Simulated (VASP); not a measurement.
```
BaO2
1.0
   -1.88364     1.88364     3.35613
    1.88364    -1.88364     3.35613
    1.88364     1.88364    -3.35613
Ba O
1 2
Cartesian
  0.00000   0.00000   0.00000
  0.00000   0.00000   2.62248
  0.00000   0.00000   4.08977
```

All values below come from LDA (Ceperley-Alder, Perdew-Zunger), VASP's LDA PAW potentials (set 64) (plane waves; VASP). Settings: 520 eV cut-off, Gaussian smearing of 0.050 eV, potentials Ba_sv O.

Unless said otherwise, spin-orbit coupling is left out, though it shifts the bands of the heavy elements here.

Give the energies of bands 7 to 14 at the high-symmetry points, in eV from the valence-band maximum.

```
band      Γ      X      P      N      M      S      R
----  -----  -----  -----  -----  -----  -----  -----
7     -6.56  -5.92  -4.95  -4.98  -5.50  -5.74  -5.83
8     -3.60  -3.21  -3.29  -4.97  -3.54  -4.61  -4.14
9     -3.60  -3.18  -3.29  -4.82  -3.54  -4.50  -3.31
10    -1.27  -2.49  -1.30  -0.47   0.00  -0.30  -1.71
11    -1.27  -0.26  -1.30  -0.35   0.00  -0.19  -0.20
12     3.10   4.95   3.49   3.10   1.87   4.41   4.83
13     4.56   6.40   6.54   4.91   4.46   4.60   6.02
14     5.23   6.64   6.54   5.98   5.93   5.62   6.79
```

The gap is direct, 1.87 eV, from the valence maximum at M to the conduction minimum at M.

The structure comes from a computed database's BaO2 entry (I4/mmm); how it stands against other phases isn't given here. It was relaxed first, which changed the volume by -6 %.
